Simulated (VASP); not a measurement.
Computed with PW91 GGA, VASP's PBE PAW potentials (set 64) (plane waves; VASP).

The input files of a VASP run:

POSCAR:
```
MgH2
1
    4.5064813465     0.0000000000     0.0000000000
    0.0000000000     4.5064813465     0.0000000000
    0.0000000000     0.0000000000     3.0067165982
Mg H
2 4
Direct
  0.0000000000   0.0000000000   0.0000000000
  0.5000000000   0.5000000000   0.5000000000
  0.3042467021   0.3042467021   1.0000000000
  0.8042467021   0.1957532979   0.5000000000
  0.1957532979   0.8042467021   0.5000000000
  0.6957532979   0.6957532979   0.0000000000
```

### KPOINTS
```
Automatic mesh
0
Gamma
6 6 8
0 0 0
```

INCAR:
```
ALGO=Normal
EDIFF=1E-7
ENCUT=520
GGA=91
ISIF=2
ISMEAR=-5
LASPH=T
LCHARG=T
LEFG=T
LORBIT=11
LREAL=F
LWAVE=F
NEDOS=601
NELM=100
PREC=Accurate
SYSTEM=MgH2
```

POTCAR, in this order: Mg H (PBE.64 set). Program: vasp_std.

Q: Estimate the energy per atom (σ→0).

A: 
| Item | Value |
|---|---|
| energy per atom (σ→0) | -2.980 eV/atom |

### OSZICAR
```
...
DAV:   6    -0.182100184429E+02    0.96156E+00   -0.77414E-01   864   0.523E+00    0.340E+00
DAV:   7    -0.178732636387E+02    0.33675E+00   -0.10246E+00   872   0.648E+00    0.500E-01
DAV:   8    -0.178812155419E+02   -0.79519E-02   -0.17143E-02   904   0.102E+00    0.100E-01
DAV:   9    -0.178809944264E+02    0.22112E-03   -0.82089E-04  1072   0.201E-01    0.171E-02
DAV:  10    -0.178810080501E+02   -0.13624E-04   -0.28167E-05   952   0.457E-02    0.104E-02
DAV:  11    -0.178810066996E+02    0.13506E-05   -0.67787E-06   920   0.134E-02    0.184E-03
DAV:  12    -0.178810066629E+02    0.36620E-07   -0.18886E-07   824   0.340E-03
   1 F= -.17881007E+02 E0= -.17881007E+02  d E =0.000000E+00
```

The compound is MgH2 in the rutile structure. It was relaxed first.
